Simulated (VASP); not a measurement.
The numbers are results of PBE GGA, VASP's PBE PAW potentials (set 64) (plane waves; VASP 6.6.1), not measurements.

The input files of a VASP run:

INCAR:
```
! general
SYSTEM  = KI
PREC    = Accurate
ENCUT   = 400   ! plane-wave cut-off (eV)
LREAL   = .False.   ! projection in real space or not
LASPH   = .True.   ! aspherical one-centre terms

! electronic loop
EDIFF   = 1E-6   ! SCF stop (eV)
NELM    = 100   ! most electronic steps
ALGO    = Normal
LMAXMIX = 4   ! l cut-off of mixed one-centre charges

! smearing
ISMEAR  = 0   ! Gaussian
SIGMA   = 0.05

! functional
GGA     = PE

! ions
IBRION  = 2   ! conjugate gradients
NSW     = 60   ! most ionic steps
ISIF    = 3   ! ions, shape and volume
EDIFFG  = -0.01   ! ionic stop

! output
LWAVE   = .False.
LCHARG  = .False.
```

### POSCAR
```
KI
1
   -0.0000000000     3.5930912037     3.5930912037
    3.5930912037    -0.0000000000     3.5930912037
    3.5930912037     3.5930912037     0.0000000000
K I
1 1
Direct
  0.0000000000   0.0000000000   0.0000000000
  0.5000000000   0.5000000000   0.5000000000
```

### KPOINTS
```
Automatic mesh
0
Gamma
6 6 6
0 0 0
```

POTCAR, in this order: K_sv I (PBE.64 set). Program: vasp_std.

Unless said otherwise, spin-orbit coupling is left out, though it shifts the bands of the heavy elements here.

Task: What does the run give for the energy per atom (σ→0), band gap (on the k-mesh)?

Result: 
| Property | Value |
|---|---|
| energy per atom (σ→0) | -2.783 eV/atom |
| band gap (on the k-mesh) | 3.85 eV |

File OSZICAR:
```
...
DAV:   7    -0.555810604173E+01    0.60907E-02   -0.13674E-01   476   0.202E+00    0.802E-01
DAV:   8    -0.556424033559E+01   -0.61343E-02   -0.14490E-02   492   0.852E-01    0.104E-01
DAV:   9    -0.556481461801E+01   -0.57428E-03   -0.11143E-03   504   0.211E-01    0.709E-02
DAV:  10    -0.556500622451E+01   -0.19161E-03   -0.18894E-04   460   0.942E-02    0.170E-02
DAV:  11    -0.556502408169E+01   -0.17857E-04   -0.34281E-05   476   0.360E-02    0.121E-02
DAV:  12    -0.556502547653E+01   -0.13948E-05   -0.44541E-06   464   0.164E-02    0.991E-03
DAV:  13    -0.556502588368E+01   -0.40714E-06   -0.11843E-06   348   0.677E-03
   1 F= -.55650259E+01 E0= -.55650259E+01  d E =-.556503E+01
```

The compound is KI in the rock salt structure. It was relaxed first, which changed the volume by +5 %. The start is the result of an earlier pass.
